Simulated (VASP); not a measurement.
Consider the following.

```
CdO
1.0
    3.11619     0.00000     0.00000
   -1.55809     2.69870     0.00000
    0.00000     0.00000     5.62011
Cd O
2 2
Direct
  0.00000   0.00000   0.00000
  0.00000   0.00000   0.50000
  0.33333   0.66667   0.25000
  0.66667   0.33333   0.75000
```

Method: PBEsol GGA, VASP's PBE PAW potentials (set 64) (plane waves; VASP). Run with 620 eV cut-off, 11×11×6 Γ-centred mesh, first-order Methfessel-Paxton smearing of 0.10 eV, potentials Cd O.

Problem. Estimate the energy per atom (σ→0), pressure, band gap (on the k-mesh) with the smallest direct gap where there is one.

Solution. 
- band gap (on the k-mesh): none (metal, semimetal or under 0.01 eV)
- energy per atom (σ→0): -4.078 eV/atom
- pressure: 20.07 GPa

The absolute energy has meaning only against runs of the same code, potentials and settings.

The structure was generated: CdO was put into the NiAs type type (P6_3/mmc), which need not be its known phase. It was relaxed first under an external pressure of 20 GPa.
